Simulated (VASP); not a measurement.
Input:

```xyz
2
Lattice="0.0000 2.2709 2.2709 2.2709 0.0000 2.2709 2.2709 2.2709 0.0000" Properties=species:S:1:pos:R:3 pbc="T T T"
Ga     0.0000     0.0000     0.0000
N      1.1355     1.1355     1.1355
```

Computed with modified Becke-Johnson potential (mBJ) with spin-orbit coupling, VASP's PBE PAW potentials (set 64) (plane waves; VASP). Settings: 450 eV cut-off, 8×8×8 Γ-centred mesh, Gaussian smearing of 0.050 eV, potentials Ga_d N.

mBJ is a potential without an energy functional, so only the levels count.

Give the energies of bands 13 to 20 at the high-symmetry points, in eV from the valence-band maximum.

```json
[
 {"band": "13", "Γ": "-0.01", "X": "-5.48", "U": "-5.22", "L": "-6.30", "W": "-5.07"},
 {"band": "14", "Γ": "-0.01", "X": "-5.48", "U": "-5.22", "L": "-6.30", "W": "-5.06"},
 {"band": "15", "Γ": "0.00", "X": "-2.47", "U": "-3.79", "L": "-0.89", "W": "-3.32"},
 {"band": "16", "Γ": "0.00", "X": "-2.47", "U": "-3.75", "L": "-0.89", "W": "-3.32"},
 {"band": "17", "Γ": "0.00", "X": "-2.43", "U": "-1.97", "L": "-0.87", "W": "-3.19"},
 {"band": "18", "Γ": "0.00", "X": "-2.43", "U": "-1.96", "L": "-0.87", "W": "-3.15"},
 {"band": "19", "Γ": "2.73", "X": "4.60", "U": "6.19", "L": "5.84", "W": "7.28"},
 {"band": "20", "Γ": "2.73", "X": "4.60", "U": "6.19", "L": "5.84", "W": "7.29"}
]
```

The gap is direct, 2.73 eV, from the valence maximum at Γ to the conduction minimum at Γ.

The compound is GaN in the zinc blende structure, a metastable form; wurtzite is the usual one. It was relaxed first. The cell's shape comes from a PBE relaxation.
